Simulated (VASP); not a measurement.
An input for Quantum ESPRESSO's pw.x (written as the equivalent of a VASP run, and not itself run):

```
&CONTROL
  calculation = 'vc-relax'
  pseudo_dir = './pseudo'
  outdir = './out'
  tprnfor = .true.
  tstress = .true.
  nstep = 40
  forc_conv_thr = 0.00078
/
&SYSTEM
  ibrav = 0
  nat = 2
  ntyp = 2
  ecutwfc = 92
  occupations = 'smearing'
  smearing = 'gaussian'
  degauss = 0.003675
  input_dft = 'pbesol'
/
&ELECTRONS
  conv_thr = 7.3e-08
  electron_maxstep = 100
/
&IONS
/
&CELL
  press = 100
/
ATOMIC_SPECIES
  Cu 63.546 Cu.upf
  Cl 35.450 Cl.upf
CELL_PARAMETERS angstrom
    -0.0000000    2.5457061    2.5457061
     2.5457061   -0.0000000    2.5457061
     2.5457061    2.5457061   -0.0000000
ATOMIC_POSITIONS crystal
  Cu   0.0000000  0.0000000  0.0000000
  Cl   0.2500000  0.2500000  0.2500000
K_POINTS automatic
  9 9 9 0 0 0
```

Problem. Write the VASP files for the same calculation (PBEsol).

Solution. One answer among several that fit: 
**INCAR**
```
! general
SYSTEM  = CuCl
PREC    = Accurate
ENCUT   = 500
LREAL   = .FALSE.
LASPH   = .TRUE.

! electronic loop
EDIFF   = 1E-6
NELM    = 100
ALGO    = Normal
LMAXMIX = 4

! smearing
ISMEAR  = 0
SIGMA   = 0.05

! functional
GGA     = PS

! ions
IBRION  = 2
NSW     = 40
ISIF    = 3
EDIFFG  = -0.02
PSTRESS = 100

! output
LWAVE   = .FALSE.
LCHARG  = .FALSE.
```

KPOINTS:
```
Automatic mesh
0
G
  9 9 9
```

File POSCAR:
```
CuCl
1
   -0.0000000000     2.5457060553     2.5457060553
    2.5457060553    -0.0000000000     2.5457060553
    2.5457060553     2.5457060553    -0.0000000000
Cu Cl
1 1
Direct
  0.0000000000   0.0000000000   0.0000000000
  0.2500000000   0.2500000000   0.2500000000
```

POTCAR, in this order: Cu Cl (PBE.64 set). Program: vasp_std.

Limits of the translation: the potentials are each code's own (VASP's PAW set, PseudoDojo norm-conserving files in pw.x), so ENCUT and ecutwfc are chosen apart and not converted; conv_thr bounds pw.x's estimated SCF error, while EDIFF bounds the energy change between steps; forc_conv_thr acts on force components and is met together with etot_conv_thr.

The compound is CuCl in the zinc blende structure. It was relaxed first under an external pressure of 10 GPa.
